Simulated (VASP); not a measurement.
Calculation: optB88-vdW, VASP's PBE PAW potentials (set 64) (plane waves; VASP).

Input for VASP

**INCAR**
```
SYSTEM = SiC
PREC = Accurate
ENCUT = 520
EDIFF = 1E-7
NELM = 100
ALGO = Normal
LREAL = .FALSE.
LASPH = .TRUE.
ISMEAR = 0
SIGMA = 0.05
GGA = BO
PARAM1 = 0.1833333333
PARAM2 = 0.22
LUSE_VDW = .TRUE.
AGGAC = 0.0
LWAVE = .FALSE.
LCHARG = .FALSE.
ISIF = 2
```

KPOINTS:
```
Automatic mesh
0
Gamma
10 10 10
0 0 0
```

File POSCAR:
```
SiC
1.0
  0.0000000000   2.1457357076   2.1457357076
  2.1457357076   0.0000000000   2.1457357076
  2.1457357076   2.1457357076   0.0000000000
Si C
1 1
Direct
  0.0000000000   0.0000000000   0.0000000000
  0.2500000000   0.2500000000   0.2500000000
```

POTCAR, in this order: Si C (PBE.64 set). Program: vasp_std.

The resulting files:

### OSZICAR
```
       N       E                     dE             d eps       ncg     rms          rms(c)
DAV:   1     0.607619148625E+01    0.60762E+01   -0.41763E+03   800   0.838E+02
DAV:   2    -0.145047915971E+02   -0.20581E+02   -0.19503E+02  1136   0.111E+02
DAV:   3    -0.148189789390E+02   -0.31419E+00   -0.31419E+00   872   0.166E+01
DAV:   4    -0.148199885829E+02   -0.10096E-02   -0.10096E-02  1224   0.996E-01
DAV:   5    -0.148199887653E+02   -0.18236E-06   -0.18236E-06   880   0.122E-02    0.906E+00
DAV:   6    -0.127048065960E+02    0.21152E+01   -0.89411E+00   824   0.174E+01    0.373E+00
DAV:   7    -0.126461891259E+02    0.58617E-01   -0.42062E-01  1120   0.463E+00    0.180E+00
DAV:   8    -0.126407340327E+02    0.54551E-02   -0.28243E-02   808   0.154E+00    0.178E-01
DAV:   9    -0.126410571243E+02   -0.32309E-03   -0.62482E-04  1152   0.246E-01    0.107E-01
DAV:  10    -0.126411514214E+02   -0.94297E-04   -0.25868E-04   888   0.134E-01    0.234E-02
DAV:  11    -0.126411517617E+02   -0.34029E-06   -0.21903E-05   984   0.322E-02    0.147E-02
DAV:  12    -0.126411521836E+02   -0.42187E-06   -0.94484E-07   872   0.878E-03    0.192E-03
DAV:  13    -0.126411522424E+02   -0.58804E-07   -0.16955E-08   600   0.130E-03
   1 F= -.12641152E+02 E0= -.12641152E+02  d E =-.502414E-14
```

File OUTCAR:
```
------------------------ aborting loop because EDIFF is reached ----------------------------------------
  FORCE on cell =-STRESS in cart. coord.  units (eV):
  Direction    XX          YY          ZZ          XY          YZ          ZX
  --------------------------------------------------------------------------------------
  Total        1.8158049      1.8158049      1.8158049      0.0000000      0.0000000      0.0000000
  in kB      147.2383951    147.2383951    147.2383951      0.0000000      0.0000000      0.0000000
  external PRESSURE =     147.2383951 kB  Pullay stress =       0.0000000 kB
  volume of cell :       19.76
      direct lattice vectors                 reciprocal lattice vectors
     0.000000000  2.145735708  2.145735708    -0.233020310  0.233020310  0.233020310
     2.145735708  0.000000000  2.145735708     0.233020310 -0.233020310  0.233020310
     2.145735708  2.145735708  0.000000000     0.233020310  0.233020310 -0.233020310
  FREE ENERGIE OF THE ION-ELECTRON SYSTEM (eV)
  ---------------------------------------------------
  free  energy   TOTEN  =       -12.6411522424 eV

  energy  without entropy=      -12.6411522424  energy(sigma->0) =      -12.64115224
```
(Selected blocks of OUTCAR.)

OUTCAR:
```
 val. band max:        8.5417805498   @ k =   0.0000   0.0000   0.0000

 cond. band min:      10.0435554265   @ k =   0.5000   0.5000   0.0000


 Fermi energy:         8.7844078530

 k-point     1 :       0.0000    0.0000    0.0000
  band No.  band energies     occupation
      1      -7.1424      2.00000
      2       8.5418      2.00000
      3       8.5418      2.00000
      4       8.5418      2.00000
      5      15.4384      0.00000
      6      16.2199      0.00000
      7      16.2199      0.00000
      8      16.2199      0.00000

 k-point     2 :       0.1000    0.0000    0.0000
  band No.  band energies     occupation
      1      -6.9406      2.00000
      2       7.5433      2.00000
      3       8.4077      2.00000
      4       8.4077      2.00000
      5      15.6021      0.00000
      6      16.4682      0.00000
      7      16.4682      0.00000
      8      16.5760      0.00000

 k-point     3 :       0.2000    0.0000    0.0000
  band No.  band energies     occupation
      1      -6.3441      2.00000
      2       5.4036      2.00000
      3       8.0990      2.00000
      4       8.0990      2.00000
      5      15.2458      0.00000
      6      16.8235      0.00000
      7      16.8235      0.00000
      8      17.8258      0.00000

 k-point     4 :       0.3000    0.0000    0.0000
  band No.  band energies     occupation
      1      -5.3881      2.00000
      2       3.0413      2.00000
      3       7.7801      2.00000
      4       7.7801      2.00000
      5      14.8360      0.00000
      6      16.6482      0.00000
      7      16.6482      0.00000
      8      18.7623      0.00000

 k-point     5 :       0.4000    0.0000    0.0000
  band No.  band energies     occupation
      1      -4.1988      2.00000
      2       0.9251      2.00000
      3       7.5588      2.00000
      4       7.5588      2.00000
      5      14.5703      0.00000
      6      16.2378      0.00000
      7      16.2378      0.00000
...
```

The compound is SiC in the zinc blende structure. This cell is one point of a volume scan, at 0.94 of the reference volume.
